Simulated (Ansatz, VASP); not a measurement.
**InH: VASP beside Ansatz**

Aim: how closely do two programs agree when they are given the same cell, functional and k mesh? The cell is generated by rule, not measured, and may not be a known phase. The cell is taken from a series of runs on this material, whose earlier steps may have relaxed, scaled, displaced or heated it; both programs get it as it stands.

Calculated with Ansatz 0.2.0; plane waves, with VASP 6.6.1 beside it; single point at PBE.

The structure was built from a prototype and need not be the compound's stable phase.

**1. The starting structure**

It takes space group P4/nmm (No. 129, tetragonal). Conventional cell: a = 3.555 Å, b = 3.555 Å, c = 5.027 Å, α = 90.00°, β = 90.00°, γ = 90.00°. In has 1 H at 1.91 Å nearest. Nearest to H lie 1 In at 1.91 Å. Farther neighbours are not listed.

Structure file:

```xyz
4
Lattice="0.0000 -2.5136 -2.5136 0.0000 2.5136 -2.5136 5.0271 0.0000 0.0000" Properties=species:S:1:pos:R:3 pbc="T T T"
In    2.5137    0.0000   -2.5136
In    5.0270    0.0000    0.0000
H     0.6000    0.0000   -2.5136
H     1.9136    0.0000    0.0000
```

**2. VASP: single point, PBE, pair 1**

A single point gives forces, pressure and levels at one fixed geometry, so differences don't come from the geometry; what else differs is listed under the comparison.

Lines of VASP's logs that name or quote its potential files are left out, and so is its time.

INCAR reads:

```
SYSTEM = InH
PREC = Accurate
ENCUT = 500
EDIFF = 1E-06
NELM = 120
ISMEAR = 1
SIGMA = 0.2
LREAL = .FALSE.
ALGO = Normal
GGA = PE
NBANDS = 20
LORBIT = 11
LWAVE = .FALSE.
LCHARG = .FALSE.
ISIF = 2
LASPH = .TRUE.
GGA_COMPAT = .FALSE.
KPAR = 2
```

POSCAR reads:

```
InH
1.0
    0.0000000000     -2.5135637442     -2.5135637442
    0.0000000000      2.5135637442     -2.5135637442
    5.0271274884      0.0000000000      0.0000000000
In H
2 2
Direct
    0.5000000000      0.5000000000      0.5000187226
    0.0000000000      0.0000000000      0.9999812774
    0.5000000000      0.5000000000      0.1193524535
    0.0000000000      0.0000000000      0.3806475465
```

KPOINTS reads:

```
Automatic mesh
0
Gamma
12 12 8
0 0 0
```

The projector-augmented-wave data sets are In_d and H (PBE family, release 64).

The run is started by

```sh
$ mpirun -np 2 vasp_std
```

Numbers of over 12 decimals in the logs are rounded to 6 here.

Output:

```text
[banner, memory and clock lines left out]
running    2 mpi-ranks, on    1 nodes
 distrk:  each k-point on    1 cores,    2 groups
 distr:  one band on    1 cores,    1 groups

 POSCAR found type information on POSCAR InH
 POSCAR found :  2 types and       4 ions
 LDA part: xc-table for (Slater+PW92), standard interpolation
 POSCAR, INCAR and KPOINTS ok, starting setup
 FFT: planning ... GRIDC
 FFT: planning ... GRID_SOFT
 FFT: planning ... GRID
 WAVECAR not read
 entering main loop
       N       E                     dE             d eps       ncg     rms          rms(c)
DAV:   1     0.216906311568E+03    0.21691E+03   -0.13345E+04  5604   0.175E+03
DAV:   2     0.622142731937E+01   -0.21068E+03   -0.20653E+03  5668   0.385E+02
DAV:   3    -0.103046628856E+02   -0.16526E+02   -0.16335E+02  6612   0.125E+02
DAV:   4    -0.108490239144E+02   -0.54436E+00   -0.54372E+00  6636   0.240E+01
DAV:   5    -0.108825700736E+02   -0.33546E-01   -0.33544E-01  8032   0.492E+00    0.529E+00
DAV:   6    -0.103693226295E+02    0.51325E+00   -0.58174E-01  7324   0.868E+00    0.251E+00
DAV:   7    -0.102785600591E+02    0.90763E-01   -0.56119E-01  7660   0.477E+00    0.635E-01
DAV:   8    -0.102792399036E+02   -0.67984E-03   -0.47256E-02  6216   0.211E+00    0.334E-01
DAV:   9    -0.102797705849E+02   -0.53068E-03   -0.25917E-03  7264   0.380E-01    0.195E-01
DAV:  10    -0.102799165744E+02   -0.14599E-03   -0.55493E-04  7752   0.197E-01    0.496E-02
DAV:  11    -0.102799115822E+02    0.49921E-05   -0.97966E-05  6604   0.894E-02    0.134E-02
DAV:  12    -0.102799134942E+02   -0.19120E-05   -0.13387E-05  5688   0.213E-02    0.450E-03
DAV:  13    -0.102799124530E+02    0.10413E-05   -0.17084E-06  3356   0.101E-02    0.138E-03
DAV:  14    -0.102799125019E+02   -0.48934E-07   -0.35335E-07  2880   0.646E-03
   1 F= -.10279913E+02 E0= -.10278928E+02  d E =-.295260E-02
```

Parts of OUTCAR (step 2):

```text
ion  position               nearest neighbor table
   1  0.500  0.500  0.500-   3 1.91   2 3.55   2 3.55   2 3.55   2 3.55   2 3.55   2 3.55   2 3.55
                             2 3.55
   2  0.000  0.000  1.000-   4 1.91   1 3.55   1 3.55   1 3.55   1 3.55   1 3.55   1 3.55   1 3.55
                             1 3.55
   3  0.500  0.500  0.119-   1 1.91
   4  0.000  0.000  0.381-   2 1.91

  LATTYP: Found a simple tetragonal cell.
 ALAT       =     3.5547159369
 C/A-ratio  =     1.4142135624

 Subroutine GETGRP returns: Found 16 space group operations
 (whereof  8 operations were pure point group operations)

The static configuration has the point symmetry C_4v.
 The point group associated with its full space group is D_4h.

 Found    140 irreducible k-points:

   k-points           NKPTS =    140   k-points in BZ     NKDIM =    140   number of bands    NBANDS=     20

   dimension x,y,z NGX =    28 NGY =   28 NGZ =   40
   dimension x,y,z NGXF=    56 NGYF=   56 NGZF=   80

   ENCUT  =  500.0 eV  36.75 Ry    6.06 a.u.   6.48  6.48  9.17*2*pi/ulx,y,z

   NELECT =      28.0000    total number of electrons

 k-points in reciprocal lattice and weights: Automatic mesh
   0.00000000  0.00000000  0.00000000       0.001
   0.08333333  0.00000000  0.00000000       0.003
   0.16666667  0.00000000  0.00000000       0.003
   0.25000000  0.00000000  0.00000000       0.003
   0.33333333  0.00000000  0.00000000       0.003
   0.41666667  0.00000000  0.00000000       0.003
   0.50000000  0.00000000  0.00000000       0.002
   0.08333333  0.08333333  0.00000000       0.003
   0.16666667  0.08333333  0.00000000       0.007
[...]
0.50000000  0.41666667  0.50000000       0.003
   0.50000000  0.50000000  0.50000000       0.001

 average (electrostatic) potential at core
       1 -95.2338       2 -95.2338       3 -30.8071       4 -30.8071

 E-fermi :   5.9665

 k-point     1 :       0.0000    0.0000    0.0000
  band No.  band energies     occupation
    ...
     10      -8.2510      2.00000
     11      -3.8830      2.00000
     12       2.6625      2.00000
     13       3.0087      2.00000
     14       5.1713      2.00000
     15       9.0447     -0.00000
     16       9.0447     -0.00000
     17      12.3503      0.00000
     18      12.7281      0.00000
     19      13.9412      0.00000
    ...

 k-point     2 :       0.0833    0.0000    0.0000
  band No.  band energies     occupation
    ...
     10      -8.2544      2.00000
     11      -3.7968      2.00000
     12       2.7303      2.00000
     13       3.0975      2.00000
     14       4.8116      2.00000
     15       8.9085     -0.00000
     16       9.1452     -0.00000
     17      11.8461      0.00000
     18      13.2343      0.00000
     19      13.6850      0.00000
    ...

 k-point     3 :       0.1667    0.0000    0.0000
  band No.  band energies     occupation
    ...
     10      -8.2646      2.00000
     11      -3.5384      2.00000
     12       2.9231      2.00000
     13       3.3578      2.00000
     14       3.9041      2.00000
     15       8.7090     -0.00000
     16       9.4437     -0.00000
     17      10.7129      0.00000
     18      12.6072      0.00000
     19      13.9551      0.00000
    ...

  Total        2.4658256     -0.2359947     -0.2359947      0.0000000      0.0000000      0.0000000
  in kB       62.1932490     -5.9522758     -5.9522758      0.0000000      0.0000000      0.0000000
  external PRESSURE =      16.7628991 kB  Pullay stress =       0.0000000 kB

  energy-cutoff  :      500.00
  volume of cell :       63.52
      direct lattice vectors                 reciprocal lattice vectors
     0.000000000 -2.513563744 -2.513563744     0.000000000 -0.198920756 -0.198920756
     0.000000000  2.513563744 -2.513563744     0.000000000  0.198920756 -0.198920756
     5.027127488  0.000000000  0.000000000     0.198920756  0.000000000  0.000000000

 POSITION                                       TOTAL-FORCE (eV/Angst)
 -----------------------------------------------------------------------------------
      2.51366      0.00000     -2.51356         0.804480     -0.000000     -0.000000
      5.02703      0.00000      0.00000        -0.804480      0.000000      0.000000
      0.60000      0.00000     -2.51356        -0.230857     -0.000000     -0.000000
      1.91356      0.00000      0.00000         0.230857      0.000000      0.000000
 -----------------------------------------------------------------------------------
    total drift:                                0.000000      0.000000     -0.000000

  FREE ENERGIE OF THE ION-ELECTRON SYSTEM (eV)
  ---------------------------------------------------
  free  energy   TOTEN  =       -10.2799125019 eV

  energy  without entropy=      -10.2769598976  energy(sigma->0) =      -10.27892830

 total charge
# of ion       s       p       d       tot
------------------------------------------
    1        1.012   0.437   9.868  11.317
    2        1.012   0.437   9.868  11.317
    3        0.491   0.009   0.000   0.500
    4        0.491   0.009   0.000   0.500
--------------------------------------------------
tot          3.005   0.892  19.737  23.634

[... 3 further parts left out ...]
```

The run ends at a pressure of 1.68 GPa, with forces up to 0.80 eV/Å.

**3. Ansatz: single point, PBE, pair 1**

Ansatz runs on its default PAW (the set named soft_2) files.

The same cell, functional, mesh and smearing now go to Ansatz, which takes its cutoff from its data sets.

input.yaml reads:

```yaml
crystal:
  lattice:
    - [0.0, -2.5135637442, -2.5135637442]
    - [0.0, 2.5135637442, -2.5135637442]
    - [5.0271274884, 0.0, 0.0]
  atoms:
    - { symbol: In, position: [0.5, 0.5, 0.5000187226] }
    - { symbol: In, position: [0.0, 0.0, -1.87226e-05] }
    - { symbol: H, position: [0.5, 0.5, 0.1193524535] }
    - { symbol: H, position: [0.0, 0.0, 0.3806475465] }
kpoints:
  mp_grid: { grid: [12, 12, 8] }
hamiltonian:
  xc: pbe
scf:
  occupations: { method: methfessel_paxton, width: 0.2 }
output:
  forces: true
  stress: true
  eigenvalues: true
```

The run is started by

```sh
$ ansatz run input.yaml --threads 4 --pin off --max-ram 7168MiB --backend cpu --events-out ev --progress --plain --runs-dir out
```

Output:

```text
Engine: ansatz 0.2.0, aarch64-unknown-linux-gnu
Pseudopotentials: kind: paw
Pseudopotential: In, paw, valence charge 13, recommended cutoff 420 eV (normal), In.paw.azcp
Pseudopotential: H, paw, valence charge 1, recommended cutoff 420 eV (normal), H.paw.azcp
Functional definition: PBE
  parameter kappa = 0.804
  parameter beta = 0.066725
  exchange = pbe_x(kappa = kappa, mu = beta*pi^2/3)
  correlation = pbe_c(beta = beta)
Crystal: 4 atoms, lattice volume = 63.523 Å³
Basis set: ecut = 420 eV, 1245 PW (Γ), exchange–correlation on 48×48×72 points (8 copies of the dense FFT grid, shifted against one another)
Bands: 18, of which v1, the nominal top of the filled ones, is band 14 counted from 1 (13 counted from 0)
Symmetry: 16 space group operations
Space group: P4/nmm (ITA 129), of the structure as read, at distance tolerance 4.0e-5 Å
k-points: 140 of 1152
Non-local potential: In, projectors of the file, l = 0: 2, l = 1: 2, l = 2: 2, l = 3: 2
Non-local potential: H, projectors of the file, l = 0: 2, l = 1: 1
PAW form: soft (Blöchl's): semilocal exchange-correlation on the pseudo side does not see the compensation charge
PAW one-centre angular grid: In, 590 points (default); XC on 64 Gauss nodes
PAW one-centre angular grid: H, 110 points (default); XC on 64 Gauss nodes
Initial density: superposition of atomic densities (neutral atoms: chi_scale 0, normalization atom), corrected by the library's trained network
Initial wavefunctions: pseudopotential atomic-orbital guess
Functional: x = pbe(κ = 0.804, μ = 0.219515), c = pbe(β = 0.066725)
SCF iter   1: F=—  HF=-11225.830202 eV  |F-HF|=—  |Δ(HF+E_count)|=         —  Δρ=2.87e-3  dr2=1.06e-2  ethr=1.77e-3  ⟨swp⟩=6.3  Hψ=26763  notcnv=0
automatic band count: the SCF goes on with 22 bands, as 18 were too few: the levels above may hold too much charge
preconditioner: auto → Kerker (q_TF=auto, 2.380 Å⁻¹)  [metal: Δε(μ)=0.018 eV  Ē_g=17.405 eV  σ=0.200 eV  W_gap=0.07  n_scr=14 (ndim 8)  ℏωp=24.7 eV  f_vac=0.000  D(μ)=1.29/eV (n_scr^D=6)]
SCF iter   2: F=—  HF=-11225.826790 eV  |F-HF|=—  |Δ(HF+E_count)|=   3.41e-3  S|Δr|=    0.00e0  Δρ=1.74e-3  dr2=4.54e-3  ethr=3.79e-5  ⟨swp⟩=1.1  Hψ=4220  notcnv=0
SCF iter   3: F=—  HF=-11225.825839 eV  |F-HF|=—  |Δ(HF+E_count)|=   9.51e-4  S|Δr|=    0.00e0  Δρ=6.53e-4  dr2=2.03e-4  ethr=1.62e-5  ⟨swp⟩=2.9  Hψ=4800  notcnv=0
SCF iter   4: F=—  HF=-11225.825772 eV  |F-HF|=—  |Δ(HF+E_count)|=   6.66e-5  S|Δr|=    0.00e0  Δρ=1.90e-4  dr2=3.80e-5  ethr=7.26e-7  ⟨swp⟩=2.0  Hψ=4243  notcnv=0
SCF iter   5: F=—  HF=-11225.825765 eV  |F-HF|=—  |Δ(HF+E_count)|=   7.35e-6  S|Δr|=    0.00e0  Δρ=7.98e-5  dr2=6.72e-6  ethr=1.36e-7  ⟨swp⟩=1.1  Hψ=2821  notcnv=0
SCF iter   6: F=—  HF=-11225.825764 eV  |F-HF|=—  |Δ(HF+E_count)|=   3.43e-7  S|Δr|=    0.00e0  Δρ=3.00e-5  dr2=7.25e-7  ethr=2.40e-8  ⟨swp⟩=2.2  Hψ=3580  notcnv=0
SCF iter   7: F=-11225.825764 eV  HF=-11225.825764 eV  |F-HF|=1.78e-8  |Δ(HF+E_count)|=   1.17e-7  S|Δr|=    0.00e0  Δρ=7.56e-6  dr2=3.27e-8  ethr=3.57e-10  ⟨swp⟩=7.1  Hψ=16249  notcnv=0
SCF 1 converged in 7 iterations: F = -11225.825764 eV  dr2 = 3.27e-8
  greatest PAW one-centre occupation: 0.983 electrons in one spin orbital (limit 2), on the In atom at site 1 (counted from 0), in its partial waves of l = 2
SCF converged after 7 iterations
Stability not checked: this state was not tested for a lower state beside it, because cold or Methfessel-Paxton smearing, or corrected tetrahedra, fill the levels in a way that the test cannot read (fill_not_monotonic; see scf.lower_state_search)
Free energy (F): -11225.825764 eV
Harris-Foulkes:  -11225.825764 eV  (|F-HF|=1.78e-8)
Internal energy: -11225.822769 eV  (E = F + TS)
E sigma→0 (E₀):  -11225.825015 eV
Entropy (-TS):   -0.002996 eV (-0.749 meV/atom)
Fermi energy:    8.298006 eV
--- Per-component energies (eV) ---
  E_band       = -88.343288
  E_kinetic    = 508.025930
  E_local      = -2315.129734  (includes V_loc(G=0)·N_el)
  E_nonlocal   = 735.534760
  E_hartree    = 902.048657
  E_xc         = -449.170358
  E_vxc        = -222.109118  (∫ρ·V_xc dr)
  E_paw        = -8305.125278  (= ΣΔE_a)
  E_vpaw       = -598.752663  (= ΣTr[D̂ρ^β])
  E_aug_tail   = -0.002086  (compensation charges beyond the density's cutoff)
  E_ewald      = -2302.004660
  E_smearing   = -0.002996  (= −TS)
  E_closure    = -0.000000  (closes the sum)
  Σ components = -11225.825764   (vs F -11225.825764, Δ=0.00e0)
--- Forces (eV/Å), atoms counted from 1 ---
  atom   1  In     0.80149441    -0.00000000     0.00000000
  atom   2  In    -0.80149441     0.00000000     0.00000000
  atom   3  H     -0.22983998    -0.00000000     0.00000000
  atom   4  H      0.22983998     0.00000000     0.00000000
  max |Σ_I F_I| component: 2.78e-17 eV/Å
--- Stress (GPa, compression-positive) ---
        6.306613       0.000000       0.000000
        0.000000      -0.493046      -0.000000
        0.000000       0.000000      -0.493046
  P = ⅓ Tr σ = 1.7735 GPa (17.735 kbar)
--- Band table (eV; the first three rows and the last of 140) ---
  k-point 0: bands = [... 10 lower, -1.5485, 4.9962, 5.3381, 7.5077, 11.3795, 11.3795, 14.6846, 15.0612, ... 4 higher]
  k-point 1: bands = [... 10 lower, -1.4710, 3.7394, 6.6490, 7.6374, 11.4929, 11.4929, 14.2007, 15.1310, ... 4 higher]
  k-point 2: bands = [... 10 lower, -1.2486, 2.5301, 7.2718, 8.7566, 11.8275, 11.8275, 13.5487, 15.2059, ... 4 higher]
  k-point 139: bands = [... 10 lower, 3.8773, 3.8773, 6.9486, 6.9486, 7.8230, 7.8230, 8.2904, 8.2904, ... 4 higher]
```

The run ends at a pressure of 1.77 GPa, with forces up to 0.80 eV/Å.

**4. Comparison**

Known differences besides the potentials themselves: the cutoff is 420 eV in Ansatz and 500 eV in VASP. Total energies have different zeros and are not compared.

Compared:

```tsv
quantity	Ansatz	VASP	difference
pressure (GPa)	1.77	1.68	+0.10
```

Forces (eV/Å; atoms numbered as in POSCAR):

```tsv
atom	Ansatz x, y, z	VASP x, y, z
In1	0.801, 0.000, 0.000	0.804, 0.000, 0.000
In2	-0.801, 0.000, 0.000	-0.804, 0.000, 0.000
H3	-0.230, 0.000, 0.000	-0.231, 0.000, 0.000
H4	0.230, 0.000, 0.000	0.231, 0.000, 0.000
```

The forces differ by 1.3 meV/Å r.m.s., which is 0.4 % of the r.m.s. force of 0.342 eV/Å (both taken over all components).

**5. VASP: single point, PBE, pair 2**

With cell and atoms fixed, the geometry can't cause a difference; cores, projectors, grids and the points listed under the comparison can.

INCAR is that of step 2.

POSCAR reads:

```
InH
1.0
    0.0000000000      2.5135637442      2.5135637442
   -2.5135637442      2.5135637442      0.0000000000
   -2.5135637442     -2.5135637442      5.0271274884
In H
2 2
Direct
    0.0000000000      0.5000000000      0.5000000000
    0.0000000000      0.0000000000      0.0000000000
    0.5091877561      0.2454061219      0.7362183658
    0.4908122439      0.7545938781      0.2637816342
```

KPOINTS reads:

```
Automatic mesh
0
Gamma
15 15 15
0 0 0
```

The run is started by

```sh
$ mpirun -np 2 vasp_std
```

Output:

```text
[... set-up lines as in an earlier step ...]
 entering main loop
       N       E                     dE             d eps       ncg     rms          rms(c)
DAV:   1     0.215132114232E+03    0.21513E+03   -0.13374E+04 13776   0.176E+03
DAV:   2     0.615064585073E+01   -0.20898E+03   -0.20495E+03 13876   0.381E+02
DAV:   3    -0.987397137171E+01   -0.16025E+02   -0.15804E+02 16392   0.123E+02
DAV:   4    -0.103982731420E+02   -0.52430E+00   -0.52355E+00 16092   0.236E+01
[...]
DAV:  11    -0.995252836096E+01   -0.11392E-04   -0.37746E-05 14708   0.605E-02    0.736E-03
DAV:  12    -0.995252626896E+01    0.20920E-05   -0.38524E-06 11216   0.117E-02    0.294E-03
DAV:  13    -0.995252617378E+01    0.95185E-07   -0.58016E-07  7412   0.862E-03
   1 F= -.99525262E+01 E0= -.99530944E+01  d E =0.170471E-02
```

From OUTCAR (step 5):

```text
  Total       -0.0295990     -0.0295990     -0.0295990      0.0866864     -0.0866864     -0.0866864
  in kB       -0.7465486     -0.7465486     -0.7465486      2.1864110     -2.1864110     -2.1864110
  external PRESSURE =      -0.7465486 kB  Pullay stress =       0.0000000 kB

 POSITION                                       TOTAL-FORCE (eV/Angst)
 -----------------------------------------------------------------------------------
     -2.51356      0.00000      2.51356        -0.000000      0.000000      0.000000
      0.00000      0.00000      0.00000        -0.000000      0.000000      0.000000
     -2.46738      0.04619      4.98094         0.118463      0.118463     -0.118463
     -2.55975      2.46738      2.55975        -0.118463     -0.118463      0.118463
 -----------------------------------------------------------------------------------
    total drift:                               -0.000000     -0.000000      0.000000

  FREE ENERGIE OF THE ION-ELECTRON SYSTEM (eV)
  ---------------------------------------------------
  free  energy   TOTEN  =        -9.9525261738 eV

  energy  without entropy=       -9.9542308867  energy(sigma->0) =       -9.95309441

[... 3 further parts left out ...]
[key lines of the parts left out:]
E-fermi :   6.0861
```

The run ends at a pressure of -0.07 GPa, with forces up to 0.21 eV/Å.

**6. Ansatz: single point, PBE, pair 2**

The same cell, functional, mesh and smearing now go to Ansatz, which takes its cutoff from its data sets.

The cell is taken from a series of runs on this material, whose earlier steps may have relaxed, scaled, displaced or heated it; both programs get it as it stands.

input.yaml, the sections that differ from step 3:

```yaml
crystal:
  lattice:
    - [0.0, 2.5135637442, 2.5135637442]
    - [-2.5135637442, 2.5135637442, 0.0]
    - [-2.5135637442, -2.5135637442, 5.0271274884]
  atoms:
    - { symbol: In, position: [0.0, 0.5, 0.5] }
    - { symbol: In, position: [0.0, 0.0, 0.0] }
    - { symbol: H, position: [0.5091877562, 0.2454061219, 0.7362183658] }
    - { symbol: H, position: [0.4908122438, 0.7545938781, 0.2637816342] }
kpoints:
  mp_grid: { grid: [15, 15, 15] }
# hamiltonian, scf, output: as in step 3
```

The run is started by

```sh
$ ansatz run input.yaml --threads 4 --pin off --max-ram 7168MiB --backend cpu --events-out ev --progress --plain --runs-dir out
```

Output:

```text
[...]
Crystal: 4 atoms, lattice volume = 63.523 Å³
Basis set: ecut = 420 eV, 1219 PW (Γ), exchange–correlation on 48×48×90 points (8 copies of the dense FFT grid, shifted against one another)
Bands: 18, of which v1, the nominal top of the filled ones, is band 14 counted from 1 (13 counted from 0)
Symmetry: 12 space group operations
[...]
k-points: 344 of 3375
[...]
--- Band table (eV; the first three rows and the last of 344) ---
  k-point 0: bands = [... 10 lower, -1.3138, 2.8799, 3.8432, 11.9640, 12.7976, 15.2956, 15.2956, 16.5579]
  k-point 1: bands = [... 10 lower, -1.2934, 2.6047, 4.1521, 11.8940, 12.8178, 15.3031, 15.3031, 16.4702]
  k-point 2: bands = [... 10 lower, -1.2321, 2.1278, 4.7298, 11.6879, 12.8761, 15.3260, 15.3260, 16.1488]
  k-point 343: bands = [... 10 lower, 4.0669, 4.1167, 5.1975, 5.3641, 8.2040, 8.5909, 10.7377, 11.4208]
[key lines of the parts left out:]
SCF converged after 7 iterations
Free energy (F): -11225.497026 eV
Fermi energy:    8.422984 eV
P = ⅓ Tr σ = 0.0006 GPa (0.006 kbar)
```

The run ends at a pressure of 0.00 GPa, with forces up to 0.21 eV/Å.

[end of part 1 of 2]

[Lines on the potential files, build, host, timing and source positions are cut from VASP's logs without a mark.]

[Logs are printed without paths, hosts, clocks, repeated set-up lines and the standing remarks that a program may print on its own settings, such as how far it seeks lower states.]

[Hosts, paths, dates, database ids (printed as entryN), source tags and the programs' standing remarks are cut or masked in the printed files.]
